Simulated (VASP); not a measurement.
The cell holds one LiF (rock salt) (100) slab, with vacuum along c, ions free to move until forces fall under 0.03 eV/Å, no reconstruction beyond this cell, dipole correction on. Ionisation potential and electron affinity count from the cell's own band edges, surface states included.

```yaml
crystal:
  lattice:
    - [2.86876, 0.00000, 0.00000]
    - [0.00000, 2.86876, 0.00000]
    - [0.00000, 0.00000, 27.27174]
  atoms:
    - { symbol: Li, position: [0.00000, 0.50000, 0.31527] }
    - { symbol: Li, position: [0.50000, 0.00000, 0.38806] }
    - { symbol: Li, position: [0.00000, 0.50000, 0.46280] }
    - { symbol: Li, position: [0.50000, 0.00000, 0.53720] }
    - { symbol: Li, position: [0.00000, 0.50000, 0.61194] }
    - { symbol: Li, position: [0.50000, 0.00000, 0.68473] }
    - { symbol: F, position: [0.00000, 0.50000, 0.38848] }
    - { symbol: F, position: [0.50000, 0.00000, 0.31282] }
    - { symbol: F, position: [0.00000, 0.50000, 0.53720] }
    - { symbol: F, position: [0.50000, 0.00000, 0.46280] }
    - { symbol: F, position: [0.00000, 0.50000, 0.68718] }
    - { symbol: F, position: [0.50000, 0.00000, 0.61152] }
```

These are PBE GGA, VASP's PBE PAW potentials (set 64) (plane waves; VASP 6.6.1) values and carry that method's errors. Numerical set-up: 450 eV cut-off, 7×7×1 Γ-centred mesh, Gaussian smearing of 0.050 eV, potentials Li_sv F.

Slab and bulk use different k-meshes, so the surface energy is good to a few per cent at best.

Predict its surface energy, ionisation potential, electron affinity.

```json
{
 "surface_energy": "18 meV/Å²",
 "ionisation_potential": "7.67 eV",
 "electron_affinity": "0.82 eV"
}
```

The cell is a thin slab with vacuum, built from LiF (rock salt): (100) face.
